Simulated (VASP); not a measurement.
Given:

```yaml
crystal:
  lattice:
    - [0.00000, 2.72081, 2.72081]
    - [2.72081, 0.00000, 2.72081]
    - [2.72081, 2.72081, 0.00000]
  atoms:
    - { symbol: Si, position: [0.25000, 0.25000, 0.25000] }
    - { symbol: Si, position: [0.75000, 0.75000, 0.75000] }
    - { symbol: Ni, position: [0.00000, 0.00000, 0.00000] }
```

Computed with rev-vdW-DF2, VASP's PBE PAW potentials (set 64) (plane waves; VASP 6.6.1). Run with 520 eV cut-off, Gaussian smearing of 0.050 eV, potentials Si Ni.

**Question.** Give the energies of bands 2 to 12 at the high-symmetry points, in eV from the Fermi level.

**Answer.** 
| band | Γ | X | U | L | W |
|---|---|---|---|---|---|
| 2 | -5.07 | -7.86 | -8.74 | -9.86 | -8.79 |
| 3 | -5.07 | -7.21 | -7.25 | -4.65 | -6.91 |
| 4 | -5.07 | -4.40 | -4.85 | -4.65 | -6.54 |
| 5 | -3.41 | -4.40 | -4.28 | -3.62 | -3.63 |
| 6 | -3.41 | -3.51 | -3.69 | -3.23 | -3.63 |
| 7 | -0.48 | -3.51 | -3.33 | -3.23 | -3.51 |
| 8 | 1.68 | -3.33 | -2.84 | -1.36 | -3.09 |
| 9 | 1.68 | -3.02 | -2.56 | -1.36 | -2.37 |
| 10 | 1.68 | -0.46 | 0.18 | 1.75 | 2.18 |
| 11 | 2.36 | 1.47 | 3.69 | 1.81 | 2.18 |
| 12 | 2.36 | 7.83 | 4.67 | 1.81 | 4.72 |

It has no gap at this level: it comes out as a metal or semimetal.

The compound is NiSi2 in the fluorite structure. It was relaxed first. The run is not spin-polarised, so no magnetic state was tried.
